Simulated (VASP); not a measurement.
All values below come from HSE06 screened hybrid, VASP's PBE PAW potentials (set 64) (plane waves; VASP 6.6.1).

Input for VASP

**INCAR**
```
SYSTEM = BAs
PREC = Accurate
ENCUT = 400
EDIFF = 1E-6
NELM = 100
ALGO = Normal
LREAL = .FALSE.
LASPH = .TRUE.
ISMEAR = 0
SIGMA = 0.05
GGA = PE
HFSCREEN = 0.2
AEXX = 0.25
LHFCALC = .TRUE.
PRECFOCK = Fast
ISYM = 3
LMAXMIX = 4
LWAVE = .FALSE.
LCHARG = .FALSE.
ISIF = 2
```

KPOINTS:
```
Automatic mesh
0
Gamma
 10 10 10
```

### POSCAR
```
BAs
1
    0.0000000000     2.3944440000     2.3944440000
    2.3944440000     0.0000000000     2.3944440000
    2.3944440000     2.3944440000     0.0000000000
B As
1 1
Direct
  0.2500000000   0.2500000000   0.2500000000
  0.0000000000   0.0000000000   0.0000000000
```

POTCAR, in this order: B As (PBE.64 set). Program: vasp_std.

What VASP printed:

### OSZICAR
```
       N       E                     dE             d eps       ncg     rms          rms(c)
DAV:   1    -0.553655569939E+03   -0.55366E+03   -0.33720E+03   752   0.705E+02
DAV:   2    -0.571577747305E+03   -0.17922E+02   -0.16597E+02  1192   0.891E+01
DAV:   3    -0.571833002628E+03   -0.25526E+00   -0.25525E+00   912   0.126E+01
DAV:   4    -0.571833308589E+03   -0.30596E-03   -0.30584E-03  1112   0.462E-01
DAV:   5    -0.140436564256E+02    0.55779E+03   -0.31356E+00   760   0.128E+01    0.652E+00
DAV:   6    -0.133451433829E+02    0.69851E+00   -0.13240E+00   832   0.668E+00    0.390E+00
DAV:   7    -0.132982664921E+02    0.46877E-01   -0.52580E-01   816   0.391E+00    0.213E+00
DAV:   8    -0.132967695977E+02    0.14969E-02   -0.44590E-02   912   0.131E+00    0.114E+00
DAV:   9    -0.132909658397E+02    0.58038E-02   -0.53226E-03   880   0.511E-01    0.663E-01
DAV:  10    -0.132896233821E+02    0.13425E-02   -0.33823E-03   864   0.369E-01    0.405E-01
DAV:  11    -0.132894708794E+02    0.15250E-03   -0.61445E-04   944   0.169E-01    0.255E-01
DAV:  12    -0.132894384071E+02    0.32472E-04   -0.89967E-05   848   0.764E-02    0.152E-01
DAV:  13    -0.132894423138E+02   -0.39067E-05   -0.42559E-05   952   0.511E-02    0.881E-02
DAV:  14    -0.132894529669E+02   -0.10653E-04   -0.15359E-05   936   0.323E-02    0.499E-02
DAV:  15    -0.132894604831E+02   -0.75162E-05   -0.47489E-06   984   0.196E-02    0.284E-02
DAV:  16    -0.132894646228E+02   -0.41397E-05   -0.18578E-06   928   0.128E-02    0.163E-02
DAV:  17    -0.132894669314E+02   -0.23087E-05   -0.78949E-07   768   0.836E-03    0.943E-03
DAV:  18    -0.132894680278E+02   -0.10964E-05   -0.33288E-07   424   0.549E-03    0.553E-03
DAV:  19    -0.132894686063E+02   -0.57847E-06   -0.15768E-07   408   0.390E-03
   1 F= -.13289469E+02 E0= -.13289469E+02  d E =-.254540E-18
```

OUTCAR:
```
------------------------ aborting loop because EDIFF is reached ----------------------------------------
  FORCE on cell =-STRESS in cart. coord.  units (eV):
  Direction    XX          YY          ZZ          XY          YZ          ZX
  --------------------------------------------------------------------------------------
  Total       -0.2884882     -0.2884882     -0.2884882      0.0000000      0.0000000     -0.0000000
  in kB      -16.8342791    -16.8342791    -16.8342791      0.0000000      0.0000000     -0.0000000
  external PRESSURE =     -16.8342791 kB  Pullay stress =       0.0000000 kB
  volume of cell :       27.46
      direct lattice vectors                 reciprocal lattice vectors
     0.000000000  2.394444000  2.394444000    -0.208816744  0.208816744  0.208816744
     2.394444000  0.000000000  2.394444000     0.208816744 -0.208816744  0.208816744
     2.394444000  2.394444000  0.000000000     0.208816744  0.208816744 -0.208816744
  FREE ENERGIE OF THE ION-ELECTRON SYSTEM (eV)
  ---------------------------------------------------
  free  energy   TOTEN  =       -13.2894686063 eV

  energy  without entropy=      -13.2894686063  energy(sigma->0) =      -13.28946861

  exchange ACFDT corr.  =         0.00000000  see jH, gK, PRB 81, 115126
```
(Selected blocks of OUTCAR.)

### OUTCAR
```
 val. band max:        5.6243787237   @ k =   0.0000   0.0000   0.0000

 cond. band min:       7.4787320320   @ k =   0.4000   0.4000   0.0000


 Fermi energy:         5.9135045618

 k-point     1 :       0.0000    0.0000    0.0000
  band No.  band energies     occupation
      1     -11.2696      2.00000
      2       5.6244      2.00000
      3       5.6244      2.00000
      4       5.6244      2.00000
      5       9.7404      0.00000
      6       9.7404      0.00000
      7       9.7404      0.00000
      8      11.4072      0.00000

 k-point     2 :       0.1000    0.0000    0.0000
  band No.  band energies     occupation
      1     -11.0897      2.00000
      2       4.1493      2.00000
      3       5.3115      2.00000
      4       5.3115      2.00000
      5       9.9132      0.00000
      6      10.1590      0.00000
      7      10.1590      0.00000
      8      12.2810      0.00000

 k-point     3 :       0.2000    0.0000    0.0000
  band No.  band energies     occupation
      1     -10.5586      2.00000
      2       1.5554      2.00000
      3       4.6941      2.00000
      4       4.6941      2.00000
      5       9.6993      0.00000
      6      10.9303      0.00000
      7      10.9303      0.00000
      8      13.9960      0.00000

 k-point     4 :       0.3000    0.0000    0.0000
  band No.  band energies     occupation
      1      -9.7147      2.00000
      2      -0.9847      2.00000
      3       4.1348      2.00000
      4       4.1348      2.00000
      5       9.4098      0.00000
      6      11.3568      0.00000
      7      11.3568      0.00000
      8      15.3256      0.00000

 k-point     5 :       0.4000    0.0000    0.0000
  band No.  band energies     occupation
      1      -8.7016      2.00000
      2      -3.0678      2.00000
      3       3.7719      2.00000
      4       3.7719      2.00000
      5       9.2145      0.00000
      6      11.3716      0.00000
      7      11.3716      0.00000
...
```

At this cut-off the stress carries a Pulay error, which pulls relaxed volumes low.

The structure comes from a computed database's BAs entry; how it stands against other phases isn't given here. The cell was not relaxed at this level. The run is one of a series of settings (HFRCUT removed, HFSCREEN = 0.2 against the base run), some of them coarse on purpose.
